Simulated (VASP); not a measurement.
```yaml
crystal:
  lattice:
    - [-1.97077, 1.97077, 4.33107]
    - [1.97077, -1.97077, 4.33107]
    - [1.97077, 1.97077, -4.33107]
  atoms:
    - { symbol: Cd, position: [0.00000, 0.00000, 0.00000] }
    - { symbol: Hg, position: [0.33301, 0.33301, 0.00000] }
    - { symbol: Hg, position: [0.66699, 0.66699, 0.00000] }
```

Computed with PBEsol GGA, VASP's PBE PAW potentials (set 64) (plane waves; VASP 6.6.1). Settings: 400 eV cut-off, 12×12×12 Γ-centred mesh, tetrahedra with Blöchl corrections, potentials Cd Hg.

Unless said otherwise, spin-orbit coupling is left out, though it shifts the bands of the heavy elements here.

### Question
What does the run give for the energy per atom (σ→0), band gap (on the k-mesh) with the smallest direct gap where there is one?

### Answer

| Property | Value |
|---|---|
| band gap (on the k-mesh) | none (metal, semimetal or under 0.01 eV) |
| energy per atom (σ→0) | -0.789 eV/atom |

Total energies compare only between runs with the same potentials, cut-off and functional.

The structure comes from a computed database's CdHg2 entry (I4/mmm); how it stands against other phases isn't given here. It was relaxed first, which changed the volume by -11 %.
